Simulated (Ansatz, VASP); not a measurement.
**MoS2: VASP beside Ansatz**

Wanted: the spread between two codes on one cell, functional and k mesh.

Calculated with Ansatz 0.2.0; plane waves, with VASP 6.6.1 beside it; relaxation of cell and atoms at PBEsol.

The database entry behind the starting cell differs from later determinations by our own check (about 0.3 % long), so it need not match the best structure at ambient conditions.

### Step 1. The starting structure

The structure is hexagonal, space group P6_3/mmc (No. 194). Conventional cell: a = 3.169 Å, b = 3.169 Å, c = 12.324 Å, α = 90.00°, β = 90.00°, γ = 120.00°. Nearest to Mo lie 6 S at 2.41 Å. Nearest to S lie 3 Mo at 2.41 Å. Farther neighbours and most contacts between anions are not listed.

Structure file:

```cif
data_structure
_symmetry_space_group_name_H-M 'P 1'
_symmetry_Int_Tables_number 1
_cell_length_a 3.1690
_cell_length_b 3.1690
_cell_length_c 12.3240
_cell_angle_alpha 90.000
_cell_angle_beta 90.000
_cell_angle_gamma 120.000
_cell_volume 107.18
loop_
_atom_site_label
_atom_site_type_symbol
_atom_site_fract_x
_atom_site_fract_y
_atom_site_fract_z
_atom_site_occupancy
Mo1 Mo 0.33333 0.66667 0.25000 1
Mo2 Mo 0.66667 0.33333 0.75000 1
S3 S 0.33333 0.66667 0.62300 1
S4 S 0.66667 0.33333 0.12300 1
S5 S 0.33333 0.66667 0.87700 1
S6 S 0.66667 0.33333 0.37700 1
```

### Step 2. Ansatz: relaxation of cell and atoms, PBEsol

Ansatz runs on its default PAW (the set named soft_2) files.

The relaxed volume is the usual yardstick between codes: its relative difference is about their pressure difference at one cell divided by the bulk modulus.

The input, input.yaml:

```yaml
crystal:
  lattice:
    - [3.169, 0.0, 0.0]
    - [-1.5845, 2.7444345046, 0.0]
    - [0.0, 0.0, 12.324]
  atoms:
    - { symbol: Mo, position: [0.3333333333, 0.6666666667, 0.25] }
    - { symbol: Mo, position: [0.6666666667, 0.3333333333, 0.75] }
    - { symbol: S, position: [0.3333333333, 0.6666666667, 0.623] }
    - { symbol: S, position: [0.6666666667, 0.3333333333, 0.123] }
    - { symbol: S, position: [0.3333333333, 0.6666666667, 0.877] }
    - { symbol: S, position: [0.6666666667, 0.3333333333, 0.377] }
hamiltonian:
  xc: pbesol
  pseudopotentials: { kind: paw }
kpoints:
  mp_grid: { grid: [10, 10, 3] }
scf:
  occupations: { method: fermi_dirac, width: 0.05 }
relax:
  f_tol: 0.01
  max_steps: 60
  cell: { stress_tol: 0.05 }
output:
  forces: true
  stress: true
  write_density: true
  write_potential: true
  elf: true
  volumetric_format: npy
```

Run with:

```sh
ansatz run input.yaml --threads 4 --pin off --max-ram 9216MiB --backend cpu --events-out ev --progress --plain --runs-dir out
```

Numbers of over 12 decimals in the logs are rounded to 6 here.

What it wrote:

```text
Engine: ansatz 0.2.0, aarch64-unknown-linux-gnu
Pseudopotentials: kind: paw
Pseudopotential: Mo, paw, valence charge 14, recommended cutoff 420 eV (normal), Mo.paw.azcp
Pseudopotential: S, paw, valence charge 6, recommended cutoff 420 eV (normal), S.paw.azcp
Functional definition: PBEsol
  exchange = pbesol_x
  correlation = pbesol_c
Crystal: 6 atoms, lattice volume = 107.183 Å³
Basis set: ecut = 420 eV, 2081 PW (Γ), exchange–correlation on 48×48×180 points (8 copies of the dense FFT grid, shifted against one another)
Bands: 32, of which v1, the nominal top of the filled ones, is band 26 counted from 1 (25 counted from 0)
Symmetry: 24 space group operations
Space group: P63/mmc (ITA 194), of the structure as read, at distance tolerance 4.8e-5 Å
k-points: 28 of 300
Non-local potential: Mo, projectors of the file, l = 0: 3, l = 1: 2, l = 2: 2, l = 3: 1
Non-local potential: S, projectors of the file, l = 0: 2, l = 1: 2, l = 2: 2
PAW form: soft (Blöchl's): semilocal exchange-correlation on the pseudo side does not see the compensation charge
PAW frozen core: Mo, regenerated for the run's functional, and the local potential with it (the file was generated under x = pbe(κ = 0.804, μ = 0.219515), c = pbe(β = 0.066725))
PAW frozen core: S, regenerated for the run's functional, and the local potential with it (the file was generated under x = pbe(κ = 0.804, μ = 0.219515), c = pbe(β = 0.066725))
PAW one-centre angular grid: Mo, 590 points (default); XC on 64 Gauss nodes
PAW one-centre angular grid: S, 110 points (default); XC on 64 Gauss nodes
Initial density: superposition of atomic densities (neutral atoms: chi_scale 0, normalization atom), corrected by the library's trained network
Initial wavefunctions: pseudopotential atomic-orbital guess
Functional: x = pbesol(κ = 0.804, μ = 0.123457), c = pbesol(β = 0.046)
SCF iter   1: F=—  HF=-13340.310007 eV  |F-HF|=—  |Δ(HF+E_count)|=         —  Δρ=6.62e-3  dr2=3.23e-2  ethr=1.77e-3  ⟨swp⟩=6.6  Hψ=3861  notcnv=0
preconditioner: auto → Resta (q_TF=auto, 2.418 Å⁻¹)  ε∞=8.8  [insulator: Δε(μ)=0.876 eV  Ē_g=7.728 eV  σ=0.050 eV  W_gap=1.00  n_scr=26 (ndim 8)  ℏωp=21.5 eV  f_vac=0.016  D(μ)=0.00/eV (n_scr^D=0)  ε∞_Penn≈8.8]
SCF iter   2: F=—  HF=-13340.312288 eV  |F-HF|=—  |Δ(HF+E_count)|=   2.28e-3  Δρ=3.59e-3  dr2=6.74e-3  ethr=6.22e-5  ⟨swp⟩=2.3  Hψ=1650  notcnv=0
SCF iter   3: F=—  HF=-13340.313775 eV  |F-HF|=—  |Δ(HF+E_count)|=   1.49e-3  Δρ=1.64e-3  dr2=1.70e-3  ethr=1.30e-5  ⟨swp⟩=2.4  Hψ=1315  notcnv=0
SCF iter   4: F=—  HF=-13340.314183 eV  |F-HF|=—  |Δ(HF+E_count)|=   4.08e-4  Δρ=1.85e-4  dr2=9.10e-5  ethr=3.27e-6  ⟨swp⟩=2.0  Hψ=1314  notcnv=0
SCF iter   5: F=—  HF=-13340.314232 eV  |F-HF|=—  |Δ(HF+E_count)|=   4.85e-5  Δρ=4.90e-5  dr2=4.63e-6  ethr=1.75e-7  ⟨swp⟩=2.1  Hψ=1259  notcnv=0
SCF iter   6: F=—  HF=-13340.314235 eV  |F-HF|=—  |Δ(HF+E_count)|=   2.86e-6  Δρ=1.22e-5  dr2=3.86e-7  ethr=8.90e-9  ⟨swp⟩=2.0  Hψ=1263  notcnv=0
SCF iter   7: F=-13340.314235 eV  HF=-13340.314235 eV  |F-HF|=1.33e-8  |Δ(HF+E_count)|=   2.89e-7  Δρ=3.42e-6  dr2=1.49e-8  ethr=1.92e-10  ⟨swp⟩=9.0  Hψ=5934  notcnv=0
SCF 1 converged in 7 iterations: F = -13340.314235 eV  dr2 = 1.49e-8
  greatest PAW one-centre occupation: 0.999 electrons in one spin orbital (limit 2), on the Mo atom at site 1 (counted from 0), in its partial waves of l = 0
relax step   1: F+E_penalty+E_count = -13340.31423501 eV  Δ(F+E_penalty+E_count) = +0.000e0 eV  max|allowed force component| = 3.130e-1 eV/Å  Δτ_max = 0.0000 Å  P = -2.967 GPa  Ω = 107.183 Å³  (7 SCF iters, dr2 threshold 1.00e-7 eV, accepted)
[...]
relax step   2: F+E_penalty+E_count = -13340.32949640 eV  Δ(F+E_penalty+E_count) = -1.526e-2 eV  max|allowed force component| = 1.609e-2 eV/Å  Δτ_max = 0.0223 Å  P = +1.468 GPa  Ω = 105.408 Å³  energy of the carried Pulay correction = +1.408e-4 eV  (6 SCF iters, dr2 threshold 6.00e-7 eV, accepted)
[...]
relax step   3: F+E_penalty+E_count = -13340.34089085 eV  Δ(F+E_penalty+E_count) = -1.139e-2 eV  max|allowed force component| = 1.390e-3 eV/Å  Δτ_max = 0.0112 Å  P = +0.002 GPa  Ω = 107.225 Å³  energy of the carried Pulay correction = -3.296e-6 eV  (6 SCF iters, dr2 threshold 6.00e-7 eV, accepted)
[...]
relax step   4: F+E_penalty+E_count = -13340.34094014 eV  Δ(F+E_penalty+E_count) = -4.930e-5 eV  max|allowed force component| = 2.824e-3 eV/Å  Δτ_max = 0.0026 Å  P = +0.023 GPa  Ω = 107.380 Å³  energy of the carried Pulay correction = -1.548e-5 eV  (6 SCF iters, dr2 threshold 1.57e-8 eV, accepted)
[...]
relax step   5: F+E_penalty+E_count = -13340.34094433 eV  Δ(F+E_penalty+E_count) = -4.187e-6 eV  max|allowed force component| = 2.318e-5 eV/Å  Δτ_max = 0.0014 Å  P = +0.003 GPa  Ω = 107.489 Å³  energy of the carried Pulay correction = -2.404e-5 eV  (6 SCF iters, accepted)
[...]
relax step   6: F+E_penalty+E_count = -13340.34098951 eV  Δ(F+E_penalty+E_count) = -4.518e-5 eV  max|allowed force component| = 3.215e-5 eV/Å  Δτ_max = 0.0000 Å  P = +0.003 GPa  Ω = 107.489 Å³  stress off target by 8.09e-3 GPa  SCF on the basis re-selected at this cell (its energy is not comparable with the rows above)  (5 SCF iters)
basis re-selected at this cell: Δ(F+E_penalty+E_count) = -4.518e-5 eV, ΔP = +0.001 GPa vs the last step (what re-selecting the basis moved, of the pressure what is left beyond the Pulay correction that the steps carried, after the strain that the cell walked since its last selection, with what the two solves' SCF thresholds leave and, on support functions, any second-order correction that the steps lacked; it is no m [...]
SCF converged after 5 iterations
Free energy (F): -13340.340990 eV
Harris-Foulkes:  -13340.340990 eV  (|F-HF|=3.64e-12)
Internal energy: -13340.340989 eV  (E = F + TS)
E sigma→0 (E₀):  -13340.340989 eV
Entropy (-TS):   -0.000001 eV (-0.000 meV/atom)
Fermi energy:    11.116841 eV
--- Per-component energies (eV) ---
  E_band       = -320.603924
  E_kinetic    = 1313.341269
  E_local      = -4123.654050  (includes V_loc(G=0)·N_el)
  E_nonlocal   = 402.865589
  E_hartree    = 1602.943289
  E_xc         = -751.661561
  E_vxc        = -809.559496  (∫ρ·V_xc dr)
  E_paw        = -8623.833398  (= ΣΔE_a)
  E_vpaw       = -309.484151  (= ΣTr[D̂ρ^β])
  E_aug_tail   = 0.000061  (compensation charges beyond the density's cutoff)
  E_ewald      = -3161.008584
  E_core_change = 0.666396  (= ΣΔE_core)
  E_smearing   = -0.000001  (= −TS)
  E_closure    = 0.000000  (closes the sum)
  Σ components = -13340.340990   (vs F -13340.340990, Δ=0.00e0)
--- Forces (eV/Å), atoms counted from 1 ---
  atom   1  Mo     0.00000000    -0.00000000    -0.00000000
  atom   2  Mo    -0.00000000     0.00000000     0.00000000
  atom   3  S     -0.00000000     0.00000000    -0.00003215
  atom   4  S      0.00000000    -0.00000000    -0.00003215
  atom   5  S     -0.00000000     0.00000000     0.00003215
  atom   6  S      0.00000000    -0.00000000     0.00003215
  max |Σ_I F_I| component: 6.94e-18 eV/Å
--- Stress (GPa, compression-positive) ---
        0.001154       0.000000      -0.000000
        0.000000       0.001154       0.000000
       -0.000000       0.000000       0.008095
  P = ⅓ Tr σ = 0.0035 GPa (0.035 kbar)
--- Band table (eV; the first three rows and the last of 28) ---
  k-point 0: bands = [... 22 lower, 8.6126, 9.3451, 9.5218, 10.6565, 12.9331, 12.9331, 12.9529, 12.9529, ... 2 higher]
  k-point 1: bands = [... 22 lower, 8.6046, 8.6046, 10.1267, 10.5287, 12.9353, 12.9353, 12.9443, 12.9443, ... 2 higher]
  k-point 2: bands = [... 22 lower, 8.7152, 9.5370, 9.6040, 10.4036, 12.7488, 12.7747, 12.8156, 12.9608, ... 2 higher]
  k-point 27: bands = [... 22 lower, 7.9163, 8.0724, 9.8918, 9.9602, 11.9799, 12.0161, 12.8691, 13.2707, ... 2 higher]
--- Relaxed structure (5 steps of the walk, 5 accepted, 1 SCFs on fresh bases) ---
  F+E_penalty+E_count = -13340.34098951 eV   max|allowed force component| = 3.215e-5 eV/Å   (the final SCF, on the basis selected at the relaxed cell)
  cell:  # Å, volume = 107.4893 Å³
    - [3.141423, 0, 0]
    - [-1.570711, 2.720552, 0]
    - [0, 0, 12.577134]
  atoms:
    - { symbol: Mo, position: [0.333333, 0.666667, 0.25] }
    - { symbol: Mo, position: [0.666667, 0.333333, 0.750000] }
    - { symbol: S, position: [0.333333, 0.666667, 0.626042] }
    - { symbol: S, position: [0.666667, 0.333333, 0.126042] }
    - { symbol: S, position: [0.333333, 0.666667, 0.873958] }
    - { symbol: S, position: [0.666667, 0.333333, 0.373958] }
```

It took 15 s on 4 threads of Arm Neoverse N1, shared host; peak memory 0.46 GiB.

### Step 3. VASP: relaxation of cell and atoms, PBEsol

The same cell, functional, mesh and smearing now go to VASP, with its own data sets and cutoff.

Lines of VASP's logs that name or quote its potential files are left out, and so is its time.

The input, INCAR:

```
SYSTEM = MoS2
PREC = Accurate
ENCUT = 520
EDIFF = 1E-06
NELM = 100
ISMEAR = -1
SIGMA = 0.05
LREAL = .FALSE.
ALGO = Normal
GGA = PS
NBANDS = 32
LASPH = .TRUE.
LORBIT = 11
LWAVE = .FALSE.
LCHARG = .FALSE.
KPAR = 4
IBRION = 2
NSW = 60
ISIF = 3
EDIFFG = -0.01
```

The input, POSCAR:

```
MoS2
1.0
    3.1690000000      0.0000000000      0.0000000000
   -1.5845000000      2.7444345046      0.0000000000
    0.0000000000      0.0000000000     12.3240000000
Mo S
2 4
Direct
    0.3333333333      0.6666666667      0.2500000000
    0.6666666667      0.3333333333      0.7500000000
    0.3333333333      0.6666666667      0.6230000000
    0.6666666667      0.3333333333      0.1230000000
    0.3333333333      0.6666666667      0.8770000000
    0.6666666667      0.3333333333      0.3770000000
```

The input, KPOINTS:

```
Automatic mesh
0
Gamma
10 10 3
0 0 0
```

PAW data sets: Mo_sv and S (PBE family, release 64).

Run with:

```sh
mpirun -np 4 vasp_std
```

What it wrote:

```text
[banner, memory and clock lines left out]
running    4 mpi-ranks, on    1 nodes
 distrk:  each k-point on    1 cores,    4 groups
 distr:  one band on    1 cores,    1 groups

 POSCAR found type information on POSCAR MoS
 POSCAR found :  2 types and       6 ions
|                                                                             |
|               ----> ADVICE to this user running VASP <----                  |
|                                                                             |
|     You enforced a specific xc type in the INCAR file but a different       |
|     [... a line on the potential file left out ...]
|     I HOPE YOU KNOW WHAT YOU ARE DOING!                                     |
|                                                                             |

 LDA part: xc-table for (Slater+PW92), standard interpolation
 POSCAR, INCAR and KPOINTS ok, starting setup
 FFT: planning ... GRIDC
 FFT: planning ... GRID_SOFT
 FFT: planning ... GRID
 WAVECAR not read
 entering main loop
       N       E                     dE             d eps       ncg     rms          rms(c)
DAV:   1     0.434116641011E+03    0.43412E+03   -0.29492E+04  2000   0.154E+03
DAV:   2    -0.259263244562E+02   -0.46004E+03   -0.44912E+03  2176   0.388E+02
DAV:   3    -0.493782003402E+02   -0.23452E+02   -0.23288E+02  2320   0.776E+01
DAV:   4    -0.498459393101E+02   -0.46774E+00   -0.46671E+00  2144   0.110E+01
DAV:   5    -0.498587716846E+02   -0.12832E-01   -0.12825E-01  2328   0.173E+00    0.350E+01
DAV:   6    -0.476621461113E+02    0.21966E+01   -0.19574E+01  1944   0.243E+01    0.126E+01
DAV:   7    -0.472451351805E+02    0.41701E+00   -0.88513E+00  2024   0.155E+01    0.813E+00
DAV:   8    -0.468790074464E+02    0.36613E+00   -0.14371E+00  2272   0.677E+00    0.296E+00
DAV:   9    -0.468883676762E+02   -0.93602E-02   -0.15058E-01  2376   0.186E+00    0.131E+00
DAV:  10    -0.468795446005E+02    0.88231E-02   -0.57308E-02  2176   0.139E+00    0.319E-01
DAV:  11    -0.468794747278E+02    0.69873E-04   -0.24232E-03  2288   0.280E-01    0.177E-01
DAV:  12    -0.468793921019E+02    0.82626E-04   -0.32470E-04  2312   0.929E-02    0.841E-02
DAV:  13    -0.468793860687E+02    0.60332E-05   -0.15182E-04  2392   0.632E-02    0.145E-02
DAV:  14    -0.468793874372E+02   -0.13685E-05   -0.13605E-05  1960   0.211E-02    0.215E-02
DAV:  15    -0.468793875557E+02   -0.11851E-06   -0.23536E-06  1848   0.943E-03
   1 F= -.46879388E+02 E0= -.46879386E+02  d E =-.468794E+02
[... from here on, the cycles between the ionic steps are left out ...]
   2 F= -.46822264E+02 E0= -.46822262E+02  d E =0.571239E-01
   8 F= -.46903277E+02 E0= -.46903276E+02  d E =-.109505E-02
   9 F= -.46903415E+02 E0= -.46903414E+02  d E =-.138230E-03
  10 F= -.46903795E+02 E0= -.46903794E+02  d E =-.518441E-03
  11 F= -.46904395E+02 E0= -.46904394E+02  d E =-.111755E-02
  12 F= -.46904965E+02 E0= -.46904964E+02  d E =-.168803E-02
  13 F= -.46904979E+02 E0= -.46904978E+02  d E =-.170217E-02
  14 F= -.46905243E+02 E0= -.46905242E+02  d E =-.263575E-03
  15 F= -.46905639E+02 E0= -.46905638E+02  d E =-.659789E-03
  16 F= -.46905651E+02 E0= -.46905651E+02  d E =-.671874E-03
 curvature:  -8.83 expect dE=-0.136E-02 dE for cont linesearch -0.364E-06
 trial: gam=-0.18960 g(F)=  0.654E-04 g(S)=  0.892E-04 ort =-0.273E-04 (trialstep = 0.432E+00)
 search vector abs. value=  0.817E-03
 bond charge predicted
       N       E                     dE             d eps       ncg     rms          rms(c)
DAV:   1    -0.469058125306E+02   -0.16161E-03   -0.11412E-02  1848   0.576E-01    0.108E-01
DAV:   2    -0.469057264751E+02    0.86055E-04   -0.11708E-03  2000   0.212E-01    0.740E-02
DAV:   3    -0.469056982160E+02    0.28259E-04   -0.91469E-05  2040   0.502E-02    0.336E-02
DAV:   4    -0.469056935697E+02    0.46463E-05   -0.24757E-05  2008   0.250E-02    0.225E-02
DAV:   5    -0.469056945162E+02   -0.94652E-06   -0.87830E-07  1136   0.571E-03
  17 F= -.46905695E+02 E0= -.46905694E+02  d E =-.435061E-04
 trial-energy change:   -0.000044  1 .order   -0.000044   -0.000069   -0.000019
 step:   0.5918(harm=  0.5918)  dis= 0.00178  next Energy=   -46.905698 (dE=-0.473E-04)
 reached required accuracy - stopping structural energy minimisation
```

[end of part 1 of 2]

[Lines on the potential files, build, host, timing and source positions are cut from VASP's logs without a mark.]

[Logs are printed without paths, hosts, clocks, repeated set-up lines and the standing remarks that a program may print on its own settings, such as how far it seeks lower states.]

[Hosts, paths, dates, database ids (printed as entryN), source tags and the programs' standing remarks are cut or masked in the printed files.]
